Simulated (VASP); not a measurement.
Level of theory: HSE06 screened hybrid, VASP's PBE PAW potentials (set 64) (plane waves; VASP).

The input files of a VASP run:

### POSCAR
```
AuSi63
21.8741490
  0.5000000091   0.0000000000   0.0000000000
  0.0000000000   0.5000000091   0.0000000000
  0.0000000000   0.0000000000   0.5000000091
Si Au
63 1
Cartesian
  0.2498796855   0.4999655663   0.0002943011
  0.3124860253   0.0620787418   0.0637401931
  0.3751049145   0.1238734667   0.0002414526
  0.4388306405   0.1862780621   0.0613749488
  0.3738141109   0.4988465455   0.1263919187
  0.4364515848   0.0620757057   0.1877516502
  0.4999067522   0.0000178730   0.0002145979
  0.0631468933   0.0620088369   0.0631487773
  0.1251018560   0.1239973816   0.4997037289
  0.1869494978   0.1873776721   0.0619693505
  0.2500200972   0.2500355654   0.0000513454
  0.3132127959   0.3127402008   0.0618723945
  0.3750250323   0.3760700476   0.4996175164
  0.4368344093   0.4380289863   0.0632450094
  0.1261563385   0.0013210977   0.1264734731
  0.1885721741   0.0650813061   0.1884987870
  0.2513517568   0.1276657055   0.1254719072
  0.3160504277   0.1921001993   0.1840113320
  0.3781135031   0.2497891552   0.1218735130
  0.4380707693   0.3125463044   0.1869546324
  0.2499764618   0.0000323660   0.2501918957
  0.3116517689   0.0650943836   0.3115336461
  0.3745903891   0.1276778186   0.2486670933
  0.4380675010   0.1873542879   0.3130760971
  0.3736654376   0.0011818417   0.3737636835
  0.4369493686   0.0618023033   0.4368317372
  0.4997450759   0.2499808451   0.0003309467
  0.0610803335   0.3137050946   0.0611409519
  0.1249813990   0.3761855705   0.0002629219
  0.1874367626   0.4379810970   0.0639098984
  0.4999449149   0.1240443134   0.1252702490
  0.0622491476   0.1876000288   0.1870334471
  0.1219300337   0.2503969764   0.1217209831
  0.1839713097   0.3082309403   0.1837157194
  0.2488557326   0.3725357197   0.1253661725
  0.3115399690   0.4350931569   0.1885264563
  0.4998357547   0.4999810254   0.2503865547
  0.0637968976   0.0621369076   0.3123751795
  0.1256376012   0.1276604780   0.2513348181
  0.1836416243   0.1917584861   0.3167578932
  0.3160340943   0.3080598665   0.3161979261
  0.3744367799   0.3722656563   0.2511950737
  0.4360741141   0.4377771892   0.3124752893
  0.1261851027   0.4988408358   0.3738250780
  0.1877029679   0.0619754508   0.4363568380
  0.2488651134   0.1274861461   0.3747387369
  0.3131668637   0.1873563392   0.4381460920
  0.3781763668   0.2502048428   0.3781248905
  0.4389392712   0.3135400965   0.4388005629
  0.0002974073   0.3760920002   0.1252023034
  0.0635786223   0.4380902417   0.1878792705
  0.0001340853   0.2500542320   0.2501577360
  0.0622172368   0.3127624722   0.3130595148
  0.1256309076   0.3725215126   0.2486565284
  0.1883729994   0.4350796450   0.3116476669
  0.0002956302   0.1239883436   0.3749714717
  0.0608966821   0.1865058768   0.4391602153
  0.1216167043   0.2498558823   0.3785232596
  0.1868731268   0.3127464383   0.4381193520
  0.2511858497   0.3724743559   0.3745504596
  0.3122426843   0.4380214326   0.4363904389
  0.4998057062   0.3760205500   0.3748559094
  0.0629802770   0.4381739415   0.4369328596
  0.2495849603   0.2498068840   0.2502886266
```

INCAR:
```
SYSTEM = AuSi63
PREC = Normal
ENCUT = 400
EDIFF = 1E-5
NELM = 50
ALGO = Normal
LREAL = Auto
LASPH = .TRUE.
ISMEAR = 0
SIGMA = 0.05
GGA = PE
LMAXMIX = 6
LWAVE = .FALSE.
LCHARG = .FALSE.
NELMIN = 4
ISYM = 0
NELECT = 264.0
HFSCREEN = 0.2
AEXX = 0.25
LHFCALC = .TRUE.
PRECFOCK = Fast
ISIF = 0
```

KPOINTS:
```
Automatic mesh
0
Gamma
1 1 1
0 0 0
```

POTCAR, in this order: Si Au (PBE.64 set). Program: vasp_gam. Read from the step before: WAVECAR.

The resulting files:

**OUTCAR**
```
 ion  position               nearest neighbor table
   1  0.500  1.000  0.001-  30 2.37  45 2.38   2 2.38  61 2.38
   2  0.625  0.124  0.127-   5 2.36   3 2.37   1 2.38  17 2.38
   3  0.750  0.248  0.000-   4 2.37  26 2.37  47 2.37   2 2.37
   4  0.878  0.373  0.123-  19 2.33  27 2.35  31 2.37   3 2.37
   5  0.748  0.998  0.253-  14 2.36   2 2.36   6 2.36  36 2.38
   6  0.873  0.124  0.376-   5 2.36  31 2.37  37 2.38  23 2.38
   7  1.000  0.000  0.000-  14 2.38  26 2.38   8 2.38  63 2.38
   8  0.126  0.124  0.126-  15 2.36  31 2.37   9 2.37   7 2.38
   9  0.250  0.248  0.999-  57 2.37   8 2.37  10 2.37  45 2.37
  10  0.374  0.375  0.124-   9 2.37  11 2.37  17 2.37  33 2.37
  11  0.500  0.500  0.000-  10 2.37  12 2.37  47 2.37  59 2.37
  12  0.626  0.625  0.124-  13 2.37  11 2.37  35 2.37  19 2.37
  13  0.750  0.752  0.999-  49 2.37  12 2.37  14 2.37  61 2.37
  14  0.874  0.876  0.126-   5 2.36  50 2.37  13 2.37   7 2.38
  15  0.252  0.003  0.253-   8 2.36  30 2.36  51 2.36  16 2.38
  16  0.377  0.130  0.377-  21 2.38  15 2.38  39 2.38  17 2.38
  17  0.503  0.255  0.251-  10 2.37  18 2.37  16 2.38   2 2.38
  18  0.632  0.384  0.368-  19 2.30  23 2.37  17 2.37  64 2.41
  19  0.756  0.500  0.244-  18 2.30   4 2.33  20 2.37  12 2.37
  20  0.876  0.625  0.374-  50 2.37  42 2.37  52 2.37  19 2.37
  21  0.500  0.000  0.500-  55 2.38  22 2.38  16 2.38  36 2.38
  22  0.623  0.130  0.623-  21 2.38  25 2.38  46 2.38  23 2.38
  23  0.749  0.255  0.497-  24 2.37  18 2.37  22 2.38   6 2.38
  24  0.876  0.375  0.626-  56 2.37  23 2.37  52 2.37  48 2.37
...
```

### OSZICAR
```
       N       E                     dE             d eps       ncg     rms          rms(c)
DAV:   1    -0.386390208335E+03   -0.38639E+03   -0.13182E+01   330   0.838E+00    0.194E+01
DAV:   2    -0.386481157331E+03   -0.90949E-01   -0.41610E-01   380   0.185E+00    0.127E+01
DAV:   3    -0.386470302998E+03    0.10854E-01   -0.98799E-02   351   0.729E-01    0.752E+00
DAV:   4    -0.386464920897E+03    0.53821E-02   -0.10811E-02   359   0.242E-01    0.435E+00
DAV:   5    -0.386462433550E+03    0.24873E-02   -0.27831E-03   359   0.140E-01    0.249E+00
DAV:   6    -0.386461721578E+03    0.71197E-03   -0.54288E-04   351   0.438E-02    0.143E+00
DAV:   7    -0.386461462244E+03    0.25933E-03   -0.15220E-04   351   0.323E-02    0.815E-01
DAV:   8    -0.386461387994E+03    0.74250E-04   -0.70202E-05   343   0.168E-02    0.462E-01
DAV:   9    -0.386461367635E+03    0.20359E-04   -0.12531E-05   215   0.842E-03    0.265E-01
DAV:  10    -0.386461364103E+03    0.35314E-05   -0.69372E-06   191   0.585E-03
   1 F= -.38646136E+03 E0= -.38646136E+03  d E =-.485224E-11
```

OUTCAR:
```
------------------------ aborting loop because EDIFF is reached ----------------------------------------
  volume of cell :     1308.29
      direct lattice vectors                 reciprocal lattice vectors
    10.937074700  0.000000000  0.000000000     0.091432127  0.000000000  0.000000000
     0.000000000 10.937074700  0.000000000     0.000000000  0.091432127  0.000000000
     0.000000000  0.000000000 10.937074700     0.000000000  0.000000000  0.091432127
 POSITION                                       TOTAL-FORCE (eV/Angst)
 -----------------------------------------------------------------------------------
      5.46591     10.93632      0.00644         0.003114      0.005105     -0.011962
      6.83537      1.35792      1.39426        -0.052397      0.016620     -0.050113
      8.20510      2.70963      0.00528        -0.016280      0.003450      0.010216
      9.59905      4.07467      1.34252         0.017826      0.057566     -0.021927
      8.17687     10.91184      2.76472        -0.004740      0.004426      0.000158
      9.54701      1.35785      4.10691         0.048068      0.019711      0.046891
     10.93503      0.00039      0.00469         0.008309     -0.004096     -0.010882
      1.38128      1.35639      1.38133        -0.036585     -0.003826     -0.036852
      2.73650      2.71234     10.93059         0.004091     -0.003678     -0.000292
      4.08936      4.09873      1.35553         0.021903      0.015389     -0.003046
      5.46898      5.46932      0.00112         0.006039      0.010812     -0.001834
      6.85126      6.84093      1.35341        -0.032254     -0.020550     -0.000735
      8.20335      8.22621     10.92871        -0.003863      0.008543     -0.006500
      9.55538      9.58151      1.38343         0.043977      0.003034     -0.047366
      2.75956      0.02890      2.76650         0.001650     -0.002206     -0.001905
      4.12486      1.42360      4.12325         0.019987     -0.011122      0.024955
      5.49811      2.79258      2.74459         0.000631     -0.021475     -0.000075
      6.91333      4.20203      4.02509        -0.038356      0.140764      0.039404
      8.27091      5.46393      2.66588         0.030126      0.020943     -0.026628
      9.58243      6.83668      4.08947         0.013402     -0.008507      0.022717
      5.46802      0.00071      5.47273         0.007801      0.008300     -0.012807
      6.81712      1.42388      6.81453        -0.027023     -0.009845     -0.016595
      8.19385      2.79284      5.43938         0.004674     -0.025097     -0.002188
      9.58235      4.09822      6.84827         0.009260      0.015778     -0.013868
      8.17361      0.02585      8.17576        -0.008790     -0.001249      0.003959
      9.55790      1.35187      9.55532         0.042323      0.011745      0.048075
     10.93150      5.46812      0.00724         0.012978      0.012661     -0.015781
      1.33608      6.86203      1.33741        -0.023887     -0.063721     -0.022578
      2.73386      8.22874      0.00575         0.004717     -0.007170      0.007030
      4.10002      9.58046      1.39797         0.059905     -0.018672     -0.059137
     10.93587      2.71336      2.74018        -0.006876      0.000647      0.008035
      1.36165      4.10359      4.09120        -0.017514     -0.001301      0.015307
      2.66712      5.47722      2.66254        -0.032457     -0.017932     -0.025793
      4.02422      6.74229      4.01863         0.037808     -0.147495      0.042268
      5.44351      8.14890      2.74228        -0.009267      0.018280      0.003300
      6.81467      9.51729      4.12386        -0.024719      0.000584      0.020491
     10.93348     10.93666      5.47699         0.007425      0.002680     -0.023201
      1.39550      1.35919      6.83294        -0.063680      0.017983     -0.043569
      2.74822      2.79246      5.49774        -0.015403     -0.019281      0.004180
      4.01700      4.19455      6.92881         0.050488      0.145920     -0.057245
      6.91298      6.73855      6.91656        -0.029448     -0.152080     -0.041076
      8.19049      8.14299      5.49468         0.006221      0.027616      0.009035
      9.53875      9.57600      6.83513         0.064643     -0.014669     -0.052114
      2.76019     10.91172      8.17711         0.004269      0.006711      0.001368
      4.10584      1.35566      9.54493         0.048849      0.018257      0.062163
      5.44371      2.78865      8.19709        -0.013348     -0.014765     -0.000357
      6.85026      4.09826      9.58407        -0.018188      0.015493     -0.000062
      8.27229      5.47302      8.27116         0.027264     -0.019046      0.035199
      9.60142      6.85842      9.59839         0.022847     -0.056956      0.028297
      0.00651      8.22669      2.73869        -0.000107     -0.000329      0.005891
      1.39073      9.58285      4.10970        -0.052912     -0.021267      0.049671
      0.00293      5.46972      5.47199         0.002912      0.006535     -0.010304
      1.36095      6.84141      6.84791        -0.014429     -0.022159     -0.012603
      2.74807      8.14859      5.43915        -0.012599      0.022185     -0.005359
      4.12050      9.51700      6.81703         0.023295      0.000223     -0.019942
      0.00647      2.71214      8.20218         0.006351     -0.001604      0.000548
      1.33206      4.07966      9.60626        -0.022189      0.050670      0.016390
      2.66026      5.46538      8.27987        -0.033229      0.014497      0.028941
      4.08769      6.84106      9.58349         0.027089     -0.022407      0.008614
      5.49448      8.14756      8.19297         0.004156      0.017562      0.011222
      6.83004      9.58135      9.54567        -0.047549     -0.022436      0.056329
     10.93282      8.22513      8.19965        -0.008289      0.001158      0.009052
      1.37764      9.58468      9.55753        -0.040409      0.002743      0.045535
      5.45946      5.46431      5.47485         0.012387      0.010349     -0.010544
 -----------------------------------------------------------------------------------
    total drift:                                0.012614      0.022997      0.037593
  FREE ENERGIE OF THE ION-ELECTRON SYSTEM (eV)
  ---------------------------------------------------
  free  energy   TOTEN  =      -386.4613641034 eV

  energy  without entropy=     -386.4613641034  energy(sigma->0) =     -386.46136410

  exchange ACFDT corr.  =         0.00000000  see jH, gK, PRB 81, 115126
```
(Selected blocks of OUTCAR.)

### OUTCAR
```
 val. band max:        5.9109037102   @ k =   0.0000   0.0000   0.0000

 cond. band min:       6.6698221593   @ k =   0.0000   0.0000   0.0000


 Fermi energy:         6.1485900770

 k-point     1 :       0.0000    0.0000    0.0000
  band No.  band energies     occupation
      1      -7.8460      2.00000
      2      -6.7131      2.00000
      3      -6.6935      2.00000
      4      -6.6925      2.00000
      5      -6.6804      2.00000
      6      -6.6662      2.00000
      7      -6.5290      2.00000
      8      -5.6800      2.00000
      9      -5.6684      2.00000
     10      -5.6672      2.00000
     11      -5.6571      2.00000
     12      -5.6420      2.00000
     13      -5.6348      2.00000
     14      -5.6338      2.00000
     15      -5.6194      2.00000
     16      -5.6048      2.00000
     17      -5.6040      2.00000
     18      -5.5863      2.00000
     19      -5.4641      2.00000
     20      -5.3602      2.00000
     21      -5.3031      2.00000
     22      -5.3025      2.00000
     23      -4.7878      2.00000
     24      -3.3567      2.00000
     25      -3.3332      2.00000
     26      -3.3254      2.00000
     27      -3.3244      2.00000
     28      -3.3234      2.00000
     29      -3.3124      2.00000
     30      -3.1798      2.00000
     31      -3.1752      2.00000
     32      -3.1742      2.00000
     33      -3.1719      2.00000
     34      -3.1588      2.00000
     35      -3.1578      2.00000
     36      -3.1528      2.00000
     37      -3.1378      2.00000
     38      -3.1297      2.00000
     39      -3.1217      2.00000
     40      -3.1209      2.00000
     41      -2.4758      2.00000
     42      -2.3015      2.00000
     43      -2.3011      2.00000
     44      -2.2661      2.00000
     45      -1.9262      2.00000
     46      -1.0937      2.00000
     47      -1.0232      2.00000
     48      -1.0212      2.00000
     49      -0.7506      2.00000
     50      -0.7498      2.00000
     51      -0.7467      2.00000
...
```

The cell is charged, with a uniform compensating background. The supercell is sampled at Γ alone, which is coarse: total energies, pressure and levels can be off, energies of defects by several tenths of an eV. Unless said otherwise, spin-orbit coupling is left out, though it shifts the bands of the heavy elements here.

The cell is a supercell with a defect, built from Si (diamond): Au_Si, charge -1. The cell's shape comes from a PBE relaxation. The run is not spin-polarised, so no state with unpaired spins was tried.
